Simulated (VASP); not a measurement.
# AgOsW3 (Pm-3m) in VASP: further runs

One crystal, AgOsW3, is run at these levels: PBE; tasks: single point, relaxation of cell and atoms.

Everything below comes from runs of VASP 6.6.1. Logs are shortened: lines on timing, memory, paths and dates and some standing lists are left out, and cuts for length are marked.

## 1. The cell of the first run

Symmetry: Pm-3m, No. 221, cubic system. Conventional cell: a = 4.743 Å, b = 4.743 Å, c = 4.743 Å, α = 90.00°, β = 90.00°, γ = 90.00°. Ag (site symmetry m-3m) is surrounded by 12 W at 3.35 Å. Os (site symmetry m-3m) has 6 W at 2.37 Å as nearest neighbours. Around W (site symmetry 4/mmm) lie 2 Os at 2.37 Å.

The cell was built by a generator and needn't be a form met in nature.

## 2. Single point, PBE (species swapped into the EuBPd3 type (Pm-3m, No. 221))

INCAR reads:

```
PREC     = Accurate       # precision mode
ENCUT    = 520            # plane-wave cutoff, eV
EDIFF    = 1E-7           # SCF threshold, eV
ISMEAR   = 0              # smearing method
SIGMA    = 0.1            # smearing width, eV
LREAL    = F              # projectors in reciprocal space
LASPH    = T              # aspherical terms in the spheres
NELM     = 100            # most SCF steps
ALGO     = Fast           # electronic algorithm
ISIF     = 2              # what is computed and relaxed
LWAVE    = F              # write WAVECAR
LCHARG   = F              # write CHGCAR
GGA      = PE             # functional
NBANDS   = 38             # bands
```

KPOINTS reads:

```
Automatic mesh
0
Gamma
  8 8 8
```

POSCAR reads:

```
AgOsW3
1.0
    4.7434895275      0.0000000000      0.0000000000
    0.0000000000      4.7434895275      0.0000000000
    0.0000000000      0.0000000000      4.7434895275
Ag Os W
1 1 3
Direct
    0.0000000000      0.0000000000      0.0000000000
    0.5000000000      0.5000000000      0.5000000000
    0.0000000000      0.5000000000      0.5000000000
    0.5000000000      0.0000000000      0.5000000000
    0.5000000000      0.5000000000      0.0000000000
```

Potentials or basis: VASP PAW PBE potentials, release 64 (Ag, Os, W_sv).

Run with:

```sh
> cat potpaw_PBE.64/Ag/POTCAR potpaw_PBE.64/Os/POTCAR potpaw_PBE.64/W_sv/POTCAR > POTCAR
> mpirun -np 1 vasp_std > vasp.out
```

OUTCAR:

```text
PREC = Accurate
   ENCUT = 520
   EDIFF = 1E-7
   ISMEAR = 0
   LREAL = F
   LASPH = T
   NELM = 100
   ISIF = 2
   GGA = PE

 ion  position               nearest neighbor table
   1  0.000  0.000  0.000-   3 3.35   4 3.35   5 3.35   3 3.35   4 3.35   3 3.35   5 3.35   3 3.35
                             4 3.35   5 3.35   4 3.35   5 3.35
   2  0.500  0.500  0.500-   3 2.37   4 2.37   5 2.37   5 2.37   4 2.37   3 2.37
   3  0.000  0.500  0.500-   2 2.37   2 2.37   4 3.35   5 3.35   1 3.35   5 3.35   1 3.35   4 3.35
                             1 3.35   1 3.35   4 3.35   5 3.35   5 3.35   4 3.35
   4  0.500  0.000  0.500-   2 2.37   2 2.37   3 3.35   5 3.35   1 3.35   5 3.35   1 3.35   3 3.35
                             5 3.35   5 3.35   1 3.35   3 3.35   1 3.35   3 3.35
   5  0.500  0.500  0.000-   2 2.37   2 2.37   3 3.35   4 3.35   1 3.35   3 3.35   4 3.35   1 3.35
                             4 3.35   4 3.35   1 3.35   3 3.35   3 3.35   1 3.35

  LATTYP: Found a simple cubic cell.
 ALAT       =     4.7434895275

  Lattice vectors:

 A1 = (   4.7434895275,   0.0000000000,   0.0000000000)
 A2 = (   0.0000000000,   4.7434895275,   0.0000000000)
 A3 = (   0.0000000000,   0.0000000000,   4.7434895275)

Analysis of symmetry for initial positions (statically):
=====================================================================
 Subroutine PRICEL returns:
 Original cell was already a primitive cell.

 Routine SETGRP: Setting up the symmetry group for a
 simple cubic supercell.

 Subroutine GETGRP returns: Found 48 space group operations
 (whereof 48 operations were pure point group operations)
 out of a pool of 48 trial point group operations.

The static configuration has the point symmetry O_h .

Analysis of symmetry for dynamics (positions and initial velocities):
=====================================================================
 Subroutine PRICEL returns:
 Original cell was already a primitive cell.

 Routine SETGRP: Setting up the symmetry group for a
 simple cubic supercell.

 Subroutine GETGRP returns: Found 48 space group operations
 (whereof 48 operations were pure point group operations)
 out of a pool of 48 trial point group operations.

The dynamic configuration has the point symmetry O_h .

 Subroutine INISYM returns: Found 48 space group operations
 (whereof 48 operations are pure point group operations),
 and found     1 'primitive' translations

[... 104 lines left out ...]
   IBRION =     -1    ionic relax: 0-MD 1-quasi-New 2-CG
   NFREE  =      0    steps in history (QN), initial steepest desc. (CG)
   ISIF   =      2    stress and relaxation
   ISYM   =      2    0-nonsym 1-usesym 2-fastsym
   POTIM  = 0.5000    time-step for ionic-motion
   TEBEG  =    0.0;   TEEND  =   0.0 temperature during run
   PSTRESS=    0.0 pullay stress
   NELECT =      61.0000    total number of electrons
   NUPDOWN=      -1.0000    fix difference up-down
   EMIN   =  10.00;   EMAX   =-10.00  energy-range for DOS
   EFERMI =   0.00;   METHOD = LEGACY
   ISMEAR =     0;   SIGMA  =   0.10  broadening in eV -4-tet -1-fermi 0-gaus
   EFERMI_NEDOS =   21; number of points for ismear=-14 and -15
   IALGO  =     68    algorithm
   IMIX   =      4    mixing-type and parameters
     AMIX     =   0.40;   BMIX     =  1.00
     AMIX_MAG =   1.60;   BMIX_MAG =  1.00
  volume/ion in A,a.u.               =      21.35       144.05
  Fermi-wavevector in a.u.,A,eV,Ry     =   1.358585  2.567353 25.112999  1.845753
  Thomas-Fermi vector in A             =   2.485406
   LORBIT       =      0    0 simple, 1 ext, 2 COOP (PROOUT), +10 PAW based schemes
   GGA     = PE    functional components
   LHFCALC =     F    Hartree Fock is set to
   AEXX    =    0.0000 exact exchange contribution
   IVDW    =     0    specifies the selected vdW correction
   LEPSILON=     F    determine dielectric tensor
   LRPA    =     F    only Hartree local field effects (RPA)
 non-spin polarized calculation
 RMM-DIIS sequential band-by-band and
 Gauss-broadening in eV      SIGMA  =   0.10
  energy-cutoff  :      520.00
  volume of cell :      106.73
 maximum number of plane-waves:      2897
 NGX is ok and might be reduce to    36
   NGX = 17   NGY = 17   NGZ = 17

 number of electron      61.0000008 magnetization

 Free energy of the ion-electron system (eV)
  ---------------------------------------------------
  ext. energy  EPLUGINS =         0.00000000
  ---------------------------------------------------
  free energy    TOTEN  =       -42.92890131 eV

  energy without entropy =      -42.91125590  energy(sigma->0) =      -42.92007861

 E-fermi :   6.7314     XC(G=0): -11.5219

 val. band max:        6.7241053253   @ k =   0.5000   0.1250   0.1250
 cond. band min:       6.7666334986   @ k =   0.1250   0.0000   0.0000
 fundamental gap:      0.0425281732
 Fermi energy:         6.7313629214

 k-point     1 :       0.0000    0.0000    0.0000
  band No.  band energies     occupation
      1     -67.8394      2.00000
      2     -67.8280      2.00000
      3     -67.8280      2.00000
      4     -32.0851      2.00000
      5     -32.0851      2.00000
      6     -32.0851      2.00000
[... 973 lines left out ...]
     37       8.2321      0.00000
     38       9.1435      0.00000

 [... further k-points ...]

------------------------ aborting loop because EDIFF is reached ----------------------------------------

  FORCE on cell =-STRESS in cart. coord.  units (eV):
  Direction    XX          YY          ZZ          XY          YZ          ZX
  --------------------------------------------------------------------------------------
  -------------------------------------------------------------------------------------
  Total        0.8434093      0.8434093      0.8434093      0.0000000     -0.0000000      0.0000000
  in kB       12.6606251     12.6606251     12.6606251      0.0000000     -0.0000000      0.0000000
  external PRESSURE =      12.6606251 kB  Pullay stress =       0.0000000 kB

 VOLUME and BASIS-vectors are now :
 -----------------------------------------------------------------------------
  energy-cutoff  :      520.00
  volume of cell :      106.73
      direct lattice vectors                 reciprocal lattice vectors
     4.743489528  0.000000000  0.000000000     0.210815265  0.000000000  0.000000000
     0.000000000  4.743489528  0.000000000     0.000000000  0.210815265  0.000000000
     0.000000000  0.000000000  4.743489528     0.000000000  0.000000000  0.210815265

 POSITION                                       TOTAL-FORCE (eV/Angst)
 -----------------------------------------------------------------------------------
      0.00000      0.00000      0.00000         0.000000      0.000000      0.000000
      2.37174      2.37174      2.37174         0.000000      0.000000      0.000000
      0.00000      2.37174      2.37174         0.000000      0.000000      0.000000
      2.37174      0.00000      2.37174         0.000000      0.000000      0.000000
      2.37174      2.37174      0.00000         0.000000      0.000000      0.000000
 -----------------------------------------------------------------------------------
    total drift:                                0.000000      0.000000      0.000000

  FREE ENERGIE OF THE ION-ELECTRON SYSTEM (eV)
  ---------------------------------------------------
  free  energy   TOTEN  =       -42.9289013142 eV

  energy  without entropy=      -42.9112558988  energy(sigma->0) =      -42.92007861
```

stdout:

```text
POSCAR found type information on POSCAR AgOsW
 POSCAR found :  3 types and       5 ions
 scaLAPACK will be used
 LDA part: xc-table for (Slater+PW92), standard interpolation
 POSCAR, INCAR and KPOINTS ok, starting setup
 FFT: planning ... GRIDC
 FFT: planning ... GRID_SOFT
 FFT: planning ... GRID
 WAVECAR not read
 entering main loop
WARNING in EDDRMM: call to ZHEGV failed, returncode =   8  4     38
```

Run time: 85 s. Hardware: 1 thread of Intel Xeon 6975P-C (Granite Rapids), shared host; peak memory 0.29 GiB.

What came out:

```yaml
Free_energy: -42.9289 eV
Pressure: 1.3 GPa
Band_gap_on_the_k_mesh: none (metal or under the smearing width)
```

Levels at points of the mesh, in eV from the Fermi level:
| k point | band 27 | band 28 | band 29 | band 30 | band 31 | band 32 | band 33 | band 34 | band 35 | band 36 |
| --- | --- | --- | --- | --- | --- | --- | --- | --- | --- | --- |
| (0.00, 0.00, 0.00) | 0.57 | 0.57 | 0.57 | 0.71 | 0.71 | 0.71 | 2.00 | 2.00 | 2.00 | 2.03 |
| (0.50, 0.00, 0.00) | -1.34 | -0.87 | -0.62 | -0.26 | -0.26 | 0.28 | 0.33 | 0.46 | 2.00 | 2.72 |
| (0.50, 0.50, 0.00) | -1.60 | -1.48 | -1.48 | -1.45 | -0.37 | -0.37 | 0.09 | 0.39 | 0.91 | 1.02 |
| (0.50, 0.50, 0.50) | -2.35 | -1.15 | -1.15 | -1.15 | -0.02 | -0.02 | -0.02 | 1.01 | 1.01 | 1.01 |

Spin-orbit coupling is left out, which matters for the levels of Os, W.

## 3. Relaxation of cell and atoms, PBE (species swapped into the EuBPd3 type (Pm-3m, No. 221))

INCAR reads:

```
PREC = Accurate
ENCUT = 600
EDIFF = 1E-6
ISMEAR = 0
SIGMA = 0.1
LREAL = F
LASPH = T
NELM = 80
ALGO = Fast
ISIF = 3
LWAVE = F
LCHARG = F
GGA = PE
IBRION = 2
NSW = 100
EDIFFG = -0.01
```

KPOINTS is that of step 2.

Changes to POSCAR since step 2:

```diff
@@ -2,5 +2,5 @@
 1.0
-    4.7434895275      0.0000000000      0.0000000000
-    0.0000000000      4.7434895275      0.0000000000
-    0.0000000000      0.0000000000      4.7434895275
+    4.7444541442      0.0000000000      0.0000000000
+    0.0000000000      4.7444541442      0.0000000000
+    0.0000000000      0.0000000000      4.7444541442
 Ag Os W
```

Potentials or basis: VASP PAW PBE potentials, release 64 (Ag, Os, W_sv).

Run with:

```sh
> cat potpaw_PBE.64/Ag/POTCAR potpaw_PBE.64/Os/POTCAR potpaw_PBE.64/W_sv/POTCAR > POTCAR
> mpirun -np 1 vasp_std > vasp.out
```

Run time: 3.8 min. Hardware: 1 thread of Intel Xeon 6975P-C (Granite Rapids), shared host; peak memory 0.37 GiB.

The run converged. Its results:

| Quantity | Value |
| --- | --- |
| Free energy | -42.9316 eV |
| Relaxed volume | 21.52 Å³/atom |
| Relaxed cell | a = 4.756 Å, b = 4.756 Å, c = 4.756 Å, α = 90.00°, β = 90.00°, γ = 90.00° |
| Space group after relaxing (to 0.05 Å) | Pm-3m (No. 221) |
| Energy gained by relaxing | 0.6 meV/atom |
| Ionic steps | 3 |
| Pressure after relaxing | 0.0 GPa |
| Band gap on the k mesh | none (metal or under the smearing width) |

Step by step:
| step | energy change (eV) | largest force (eV/Å) | pressure (GPa) | volume (Å³) |
| --- | --- | --- | --- | --- |
| 1 | 0.0000 | 0.0000 | 1.20 | 106.80 |
| 2 | 0.0103 | 0.0000 | -2.43 | 109.29 |
| 3 | -0.0029 | 0.0000 | 0.00 | 107.59 |

Final structure:
```
Ag Os W
1.0
     4.75610    0.00000    0.00000
     0.00000    4.75610    0.00000
     0.00000    0.00000    4.75610
Ag Os W
1 1 3
Direct
  0.00000 0.00000 0.00000
  0.50000 0.50000 0.50000
  0.00000 0.50000 0.50000
  0.50000 0.00000 0.50000
  0.50000 0.50000 0.00000
```

Levels at points of the mesh, in eV from the Fermi level:
```tsv
k point	band 29	band 30	band 31	band 32	band 33	band 34
(0.00, 0.00, 0.00)	0.56	0.71	0.71	0.71	1.98	1.98
(0.50, 0.00, 0.00)	-0.61	-0.25	-0.25	0.27	0.32	0.45
(0.50, 0.50, 0.00)	-1.47	-1.44	-0.37	-0.37	0.10	0.38
(0.50, 0.50, 0.50)	-1.13	-1.13	-0.02	-0.02	-0.02	1.01
```

The run has no spin-orbit coupling, so splittings on Os, W are missing.

## 4. Single point, PBE (species swapped into the EuBPd3 type (Pm-3m, No. 221))

INCAR reads:

```
PREC = Accurate
ENCUT = 520
EDIFF = 1E-6
ISMEAR = 0
SIGMA = 0.1
LREAL = F
LASPH = T
NELM = 80
ALGO = Normal
ISIF = 2
LWAVE = F
LCHARG = F
GGA = PE
NBANDS = 38
```

KPOINTS reads:

```
Automatic mesh
0
Gamma
  4 4 4
```

Changes to POSCAR since step 3:

```diff
@@ -2,5 +2,5 @@
 1.0
-    4.7444541442      0.0000000000      0.0000000000
-    0.0000000000      4.7444541442      0.0000000000
-    0.0000000000      0.0000000000      4.7444541442
+    4.2706336100      0.0000000000      0.0000000000
+    0.0000000000      4.2706336100      0.0000000000
+    0.0000000000      0.0000000000      4.2706336100
 Ag Os W
```

Run with:

```sh
> cat potpaw_PBE.64/Ag/POTCAR potpaw_PBE.64/Os/POTCAR potpaw_PBE.64/W_sv/POTCAR > POTCAR
> mpirun -np 1 vasp_std > vasp.out
```

It took 13 s on 1 thread of Intel Xeon 6975P-C (Granite Rapids), shared host; peak memory 0.19 GiB.

Results (log left out):

| Item | Value |
| --- | --- |
| Free energy | -35.5110 eV |
| Pressure | 106.4 GPa |
| Band gap on the k mesh | none (metal or under the smearing width) |

Levels at points of the mesh, in eV from the Fermi level:
```csv
k point,band 27,band 28,band 29,band 30,band 31,band 32,band 33,band 34
"(0.00, 0.00, 0.00)",1.01,1.01,1.01,1.07,1.07,1.07,3.07,3.07
"(0.50, 0.00, 0.00)",-1.83,-0.79,-0.59,-0.59,-0.06,0.47,0.64,1.20
"(0.50, 0.50, 0.00)",-2.31,-2.31,-2.31,-1.64,-0.19,0.05,0.05,0.65
"(0.50, 0.50, 0.50)",-1.98,-1.98,-1.98,-0.90,0.48,0.48,0.48,0.65
```

Caveat: the k mesh is coarse (spacing up to 0.37 Å⁻¹), so the values aren't converged; a pressure of tens of GPa on the cell as given is suspect, and the run, the potentials or the cell itself is likely at fault.

## 5. Single point, PBE (species swapped into the EuBPd3 type (Pm-3m, No. 221))

INCAR reads:

```
SYSTEM = AgOsW3
PREC = Accurate
ENCUT = 520
EDIFF = 1E-6
ISMEAR = 0
SIGMA = 0.1
LREAL = .False.
LASPH = .True.
NELM = 100
ALGO = Normal
ISIF = 2
LWAVE = .False.
LCHARG = .False.
GGA = PE
NBANDS = 38
```

KPOINTS reads:

```
regular mesh
0
Gamma
  4 4 4
  0 0 0
```

Changes to POSCAR since step 4:

```diff
@@ -2,5 +2,5 @@
 1.0
-    4.2706336100      0.0000000000      0.0000000000
-    0.0000000000      4.2706336100      0.0000000000
-    0.0000000000      0.0000000000      4.2706336100
+    4.7444541442      0.0000000000      0.0000000000
+    0.0000000000      4.7444541442      0.0000000000
+    0.0000000000      0.0000000000      4.7444541442
 Ag Os W
```

Run with:

```sh
> cat potpaw_PBE.64/Ag/POTCAR potpaw_PBE.64/Os/POTCAR potpaw_PBE.64/W_sv/POTCAR > POTCAR
> mpirun -np 1 vasp_std > vasp.out
```

Wall time 20 s (1 thread of Intel Xeon 6975P-C (Granite Rapids), shared host); peak memory 0.22 GiB.

The run converged. Its results:

| Property | Result |
| --- | --- |
| Free energy | -42.9742 eV |
| Pressure | 1.3 GPa |
| Band gap on the k mesh | none (metal or under the smearing width) |

Levels at points of the mesh, in eV from the Fermi level:
| k point | band 27 | band 28 | band 29 | band 30 | band 31 | band 32 | band 33 | band 34 |
| --- | --- | --- | --- | --- | --- | --- | --- | --- |
| (0.00, 0.00, 0.00) | 0.64 | 0.64 | 0.64 | 0.77 | 0.77 | 0.77 | 2.09 | 2.09 |
| (0.50, 0.00, 0.00) | -1.27 | -0.77 | -0.55 | -0.19 | -0.19 | 0.35 | 0.39 | 0.53 |
| (0.50, 0.50, 0.00) | -1.53 | -1.41 | -1.41 | -1.38 | -0.27 | -0.27 | 0.18 | 0.46 |
| (0.50, 0.50, 0.50) | -2.25 | -1.07 | -1.07 | -1.07 | 0.08 | 0.08 | 0.08 | 1.07 |

The run has no spin-orbit coupling, so splittings on Os, W are missing.

## 6. Relaxation of cell and atoms, PBE (species swapped into the EuBPd3 type (Pm-3m, No. 221))

INCAR reads:

```
SYSTEM = AgOsW3
PREC = Accurate ; ENCUT = 600
EDIFF = 1E-7 ; ISMEAR = 0
SIGMA = 0.1 ; LREAL = .False.
LASPH = .True. ; NELM = 80
ALGO = Fast ; ISIF = 3
LWAVE = .False. ; LCHARG = .False.
GGA = PE ; IBRION = 2
NSW = 90 ; EDIFFG = -0.04
```

KPOINTS reads:

```
Automatic mesh
0
Gamma
  4 4 4
  0 0 0
```

Changes to POSCAR since step 5:

```diff
@@ -2,5 +2,5 @@
 1.0
-    4.7444541442      0.0000000000      0.0000000000
-    0.0000000000      4.7444541442      0.0000000000
-    0.0000000000      0.0000000000      4.7444541442
+    4.2706336100      0.0000000000      0.0000000000
+    0.0000000000      4.2706336100      0.0000000000
+    0.0000000000      0.0000000000      4.2706336100
 Ag Os W
```

Potentials or basis: VASP PAW PBE potentials, release 64 (Ag, Os, W_sv).

Run with:

```sh
> cat potpaw_PBE.64/Ag/POTCAR potpaw_PBE.64/Os/POTCAR potpaw_PBE.64/W_sv/POTCAR > POTCAR
> mpirun -np 1 vasp_std > vasp.out
```

Wall time 6.3 min (1 thread of Intel Xeon 6975P-C (Granite Rapids), shared host); peak memory 0.23 GiB.

It converged, with:

| Item | Value |
| --- | --- |
| Free energy | -42.9650 eV |
| Relaxed volume | 21.54 Å³/atom |
| Relaxed cell | a = 4.758 Å, b = 4.758 Å, c = 4.758 Å, α = 90.00°, β = 90.00°, γ = 90.00° |
| Space group after relaxing (to 0.05 Å) | Pm-3m (No. 221) |
| Energy gained by relaxing | 1490.8 meV/atom |
| Ionic steps | 7 |
| Pressure after relaxing | -0.1 GPa |
| Band gap on the k mesh | none (metal or under the smearing width) |

The path:
```tsv
step	energy change (eV)	largest force (eV/Å)	pressure (GPa)	volume (Å³)
1	0.0000	0.0000	106.44	77.89
2	12.5887	0.0000	-8.74	262.48
3	5.9758	0.0000	-21.33	209.66
4	-2.3672	0.0000	-24.79	153.60
5	-7.3096	0.0000	-5.33	111.50
6	-7.4417	0.0000	2.53	106.02
7	-7.4541	0.0000	-0.11	107.71
```

Final structure:
```xyz
5
Lattice="4.7579 0.0000 0.0000 0.0000 4.7579 0.0000 0.0000 0.0000 4.7579" Properties=species:S:1:pos:R:3 pbc="T T T"
Ag    0.0000    0.0000    0.0000
Os    2.3789    2.3789    2.3789
W     0.0000    2.3789    2.3789
W     2.3789    0.0000    2.3789
W     2.3789    2.3789    0.0000
```

Levels at points of the mesh, in eV from the Fermi level:
```csv
k point,band 26,band 27,band 28,band 29,band 30,band 31,band 32,band 33,band 34,band 35
"(0.00, 0.00, 0.00)",-1.39,0.62,0.62,0.62,0.77,0.77,0.77,2.06,2.06,2.06
"(0.50, 0.00, 0.00)",-1.26,-1.26,-0.78,-0.55,-0.19,-0.19,0.34,0.39,0.52,2.06
"(0.50, 0.50, 0.00)",-2.16,-1.51,-1.39,-1.39,-1.36,-0.28,-0.28,0.18,0.45,0.96
"(0.50, 0.50, 0.50)",-2.25,-2.25,-1.06,-1.06,-1.06,0.07,0.07,0.07,1.08,1.08
```

Caveat: the k mesh is coarse (spacing up to 0.37 Å⁻¹), so the values aren't converged; the volume moved by over 15 % at a fixed basis, so the end points are rough.

## 7. Overview

| task | cell | k mesh | cutoff (eV) | mesh quality | gap on the mesh (eV) | pressure (GPa) | relaxed volume (Å³/atom) |
| --- | --- | --- | --- | --- | --- | --- | --- |
| single point | species swapped into the EuBPd3 type (Pm-3m, No. 221) | 8 × 8 × 8 | 520 | not flagged | none | 1.3 | - |
| relaxation of cell and atoms | relaxed from: species swapped into the EuBPd3 type (Pm-3m, No. 221) | 8 × 8 × 8 | 600 | not flagged | none | 0.0 | 21.52 |
| single point | species swapped into the EuBPd3 type (Pm-3m, No. 221) | 4 × 4 × 4 | 520 | coarse | none | 106.4 | - |
| single point | species swapped into the EuBPd3 type (Pm-3m, No. 221) | 4 × 4 × 4 | 520 | not flagged | none | 1.3 | - |
| relaxation of cell and atoms | relaxed from: species swapped into the EuBPd3 type (Pm-3m, No. 221) | 4 × 4 × 4 | 600 | coarse | none | -0.1 | 21.54 |

Alike in all rows: level PBE; potentials or basis VASP PAW PBE potentials, release 64 (Ag, Os, W_sv); no spin polarisation; smearing gaussian 0.1 eV.

Caveats: some runs use coarse meshes; a pressure of tens of GPa on the cell as given is suspect, and the run, the potentials or the cell itself is likely at fault (some runs); the volume moved by over 15 % at a fixed basis, so the end points are rough (some runs).

Total energies depend on the potentials used, so only differences within one code and one set of settings carry meaning.
